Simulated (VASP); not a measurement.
Set up this calculation in VASP 6.6.1, as the native input.

```yaml
Task: relaxation of cell and atoms
Functional: PBE
Potentials_or_basis: VASP PAW PBE potentials, release 64 (Cd, Te, O)
Cutoff: 520 eV
k_mesh: 4 × 4 × 1
Occupations: gaussian, width 0.15 eV
Spin: no spin polarisation
Further_INCAR_settings: PREC = Normal; ALGO = Fast; EDIFF = 0.0001; IBRION = 2; EDIFFG = -0.08; NSW = 24; ISIF = 3
```

The structure of Cd4TeO3 lies in POSCAR:

```
Cd4TeO3
1.0
    3.3030801300      0.0000000000      0.0000000000
    0.0000000000      3.3030801300      0.0000000000
    0.0000000000      0.0000000000     13.4799472100
Cd Te O
4 1 3
Direct
    0.0000000000      0.0000000000      0.8575239800
    0.0000000000      0.0000000000      0.1424760200
    0.0000000000      0.0000000000      0.3809790000
    0.0000000000      0.0000000000      0.6190210000
    0.5000000000      0.5000000000      0.0000000000
    0.5000000000      0.5000000000      0.2627250000
    0.5000000000      0.5000000000      0.5000000000
    0.5000000000      0.5000000000      0.7372750000
```

The cell was built by a generator and needn't be a form met in nature.

One way to write it, as run:

INCAR

```
SYSTEM = Cd4TeO3
  PREC = Normal
  ENCUT = 520
  EDIFF = 1E-4
  ISMEAR = 0
  SIGMA = 0.15
  LREAL = .False.
  LASPH = .True.
  NELM = 60
  ALGO = Fast
  ISIF = 3
  LWAVE = .False.
  LCHARG = .False.
  GGA = PE
  IBRION = 2
  NSW = 24
  EDIFFG = -0.08
```

KPOINTS

```
Automatic mesh
0
Gamma
  4 4 1
  0 0 0
```

Potentials or basis: VASP PAW PBE potentials, release 64 (Cd, Te, O).

The run is started by

```console
$ cat potpaw_PBE.64/Cd/POTCAR potpaw_PBE.64/Te/POTCAR potpaw_PBE.64/O/POTCAR > POTCAR
$ mpirun -np 1 vasp_std > vasp.out
```

Results of the run:

The relaxed volume is 16.43 Å³/atom and the relaxed cell is a = 3.086 Å, b = 3.086 Å, c = 13.796 Å, α = 90.00°, β = 90.00°, γ = 90.00°. The space group after relaxing (to 0.05 Å) is P4/mmm (No. 123), the energy gained by relaxing is 305.7 meV/atom and the ionic steps are 15. The pressure after relaxing is -0.5 GPa and the largest force after relaxing is 0.078 eV/Å. The band gap on the k mesh is none (metal or under the smearing width).

Caveat: the k mesh is coarse (spacing up to 0.48 Å⁻¹), so the values aren't converged; the relaxation stopped at a loose force limit of 0.08 eV/Å, so its end isn't a converged minimum.

Wall time 3.5 min on 1 thread of Intel(R) Xeon(R) Platinum 8259CL CPU @ 2.50GHz (Skylake/Cascade Lake), with other jobs on the host, peak memory 0.19 GiB.
